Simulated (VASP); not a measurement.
The system is CdTe.

```
CELL_PARAMETERS angstrom
0.00000 3.20500 3.20500
3.20500 0.00000 3.20500
3.20500 3.20500 0.00000
ATOMIC_POSITIONS crystal
Cd 0.00000 0.00000 0.00000
Te 0.25000 0.25000 0.25000
```

* Program: VASP 6.6.1
* Task: relaxation of cell and atoms
* Functional: PBE
* Potentials or basis: VASP PAW PBE potentials, release 64 (Cd, Te)
* Cutoff: 520 eV
* k mesh: 8 × 8 × 8
* Occupations: gaussian, width 0.02 eV
* Spin: no spin polarisation

At the start: pressure 4.4 GPa; volume 32.92 Å³/atom.

Task: How do energy, volume and symmetry change on relaxing?

Result: Over 5 steps the energy falls by 42.6 meV/atom and the volume is 36.33 Å³/atom (+10.3 %); space group F-43m (No. 216, to 0.05 Å).

Step by step:
```
step  energy change (eV)  largest force (eV/Å)  pressure (GPa)  volume (Å³)
   1              0.0000                0.0000            4.39        65.84
   2             -0.0784                0.0000           -0.97        74.82
   3             -0.0852                0.0000            0.02        72.63
   4             -0.0851                0.0000           -0.05        72.77
   5             -0.0852                0.0000            0.00        72.66
```

Final structure:
```xyz
2
Lattice="0.0000 3.3119 3.3119 3.3119 0.0000 3.3119 3.3119 3.3119 0.0000" Properties=species:S:1:pos:R:3 pbc="T T T"
Cd    0.0000    0.0000    0.0000
Te    1.6560    1.6560    1.6560
```

Caveat: the volume moved by +10 % from the deposited cell, more than functionals usually miss.
